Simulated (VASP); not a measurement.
Input:

```xyz
6
Lattice="5.0776 0.0000 0.0000 0.0000 5.8406 0.0000 0.0000 0.0000 2.8494" Properties=species:S:1:pos:R:3 pbc="T T T"
P      1.7134     5.0926     1.4247
P      3.3642     0.7480     1.4247
P      4.2522     3.6683     2.8494
P      0.8254     2.1723     0.0000
Ru     2.5388     2.9203     1.4247
Ru     0.0000     0.0000     0.0000
```

Computed with LDA (Ceperley-Alder, Perdew-Zunger), VASP's LDA PAW potentials (set 64) (plane waves; VASP). Settings: 400 eV cut-off, Gaussian smearing of 0.050 eV, potentials P Ru_pv.

Predict the band gap (along the path) with the smallest direct gap where there is one.

| Property | Value |
|---|---|
| band gap (along the path) | 0.45 eV |
| smallest direct gap (along the path) | 1.28 eV |

Total energies compare only between runs with the same potentials, cut-off and functional.

The structure comes from a computed database's P2Ru entry (Pnnm); how it stands against other phases isn't given here. It was relaxed first.
